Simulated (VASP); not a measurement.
Given:

```xyz
3
Lattice="0.0000 3.6019 3.6019 3.6019 0.0000 3.6019 3.6019 3.6019 0.0000" Properties=species:S:1:pos:R:3 pbc="T T T"
K      1.8009     1.8009     1.8009
K      5.4028     5.4028     5.4028
S      0.0000     0.0000     0.0000
```

Computed with LDA (Ceperley-Alder, Perdew-Zunger), VASP's LDA PAW potentials (set 64) (plane waves; VASP 6.6.1). Run with 520 eV cut-off, 5×5×5 Γ-centred mesh, Gaussian smearing of 0.050 eV, potentials K_sv S.

Task: What does the run give for the energy per atom (σ→0)?

Result: 
| Quantity | Result |
|---|---|
| energy per atom (σ→0) | -3.469 eV/atom |

The compound is K2S in the antifluorite structure. It was relaxed first, which changed the volume by -8 %. The start is the result of an earlier pass.
